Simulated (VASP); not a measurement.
Consider the following.

```xyz
3
Lattice="3.8437 0.0000 0.0000 -1.9218 3.3287 0.0000 0.0000 0.0000 20.4009" Properties=species:S:1:pos:R:3 pbc="T T T"
Se     1.9218     1.1096     8.5583
Se     0.0000     2.2191    11.8426
Sn     0.0000     0.0000    10.2005
```

The numbers are results of r2SCAN meta-GGA, VASP's PBE PAW potentials (set 64) (plane waves; VASP), not measurements. Settings: PREC = Normal, EDIFF = 1E-5, 400 eV cut-off, 12×12×1 Γ-centred mesh, Gaussian smearing of 0.050 eV, potentials Se Sn_d.

The ions and cell shape at fixed volume are relaxed. What does this cell relax into?

```xyz
3
Lattice="3.8415 0.0000 0.0000 -1.9208 3.3269 0.0000 0.0000 0.0000 20.4234" Properties=species:S:1:pos:R:3 pbc="T T T"
Se     1.9208     1.1090     8.6404
Se     0.0000     2.2179    11.7830
Sn     0.0000     0.0000    10.2117
```

How much energy does the relaxation gain?

The energy (σ→0) changes by -16.3 meV/atom, in 6 ionic steps.

```tsv
step	E(σ→0) (eV)	max force (eV/Å)	pressure (GPa)	volume (Å³)
1	-54.5335	0.677	-0.81	261.02
2	-54.5716	0.225	-0.52	261.02
3	-54.5731	0.120	-0.45	261.02
4	-54.5731	0.109	-0.44	261.02
5	-54.5768	0.078	-0.34	261.02
6	-54.5822	0.014	-0.03	261.02
```

The cell is a sheet with vacuum, built from SnSe2 (1T layered).
